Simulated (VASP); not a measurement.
Level of theory: LDA (Ceperley-Alder, Perdew-Zunger), VASP's LDA PAW potentials (set 64) (plane waves; VASP 6.6.1).

A VASP calculation is set up with these files.

### KPOINTS
```
Automatic mesh
0
Gamma
10 10 10
0 0 0
```

**INCAR**
```
ALGO=Normal
EDIFF=1E-6
EDIFFG=-0.02
ENCUT=500
IBRION=2
ISIF=3
ISMEAR=0
LASPH=T
LCHARG=F
LREAL=F
LWAVE=F
NELM=100
NSW=40
PREC=Accurate
PSTRESS=450
SIGMA=0.05
SYSTEM=MgS
```

**POSCAR**
```
MgS
1
    0.0000000000     2.3763641291     2.3763641291
    2.3763641291     0.0000000000     2.3763641291
    2.3763641291     2.3763641291     0.0000000000
Mg S
1 1
Direct
  0.0000000000   0.0000000000   0.0000000000
  0.5000000000   0.5000000000   0.5000000000
```

POTCAR, in this order: Mg S (LDA.64 set). Program: vasp_std.

Energy and stress use the plane-wave basis of the starting cell.

Task: What does the run give for the energy per atom (σ→0), volume per atom, band gap (on the k-mesh)?

Result: 
The energy per atom (σ→0) comes out as -4.333 eV/atom, the band gap (on the k-mesh) comes out as 2.80 eV and the volume per atom is 12.53 Å³/atom.

**OSZICAR**
```
...
DAV:   8    -0.868267718129E+01    0.21432E-07   -0.19815E-07   432   0.303E-03
   3 F= -.16292578E+01 E0= -.16292578E+01  d E =-.891603E-01
       N       E                     dE             d eps       ncg     rms          rms(c)
DAV:   1    -0.866662798019E+01    0.16049E-01   -0.27631E-03   904   0.367E-01    0.105E-01
DAV:   2    -0.866652101642E+01    0.10696E-03   -0.26529E-04   768   0.100E-01    0.394E-02
DAV:   3    -0.866650461128E+01    0.16405E-04   -0.75949E-05   856   0.520E-02    0.242E-02
DAV:   4    -0.866650442530E+01    0.18597E-06   -0.51213E-07   496   0.668E-03
   4 F= -.16293833E+01 E0= -.16293833E+01  d E =-.892859E-01
```

The compound is MgS in the rock salt structure. This run relaxes it under an external pressure of 45 GPa. Symmetry was kept, so distortions that lower it aren't found.
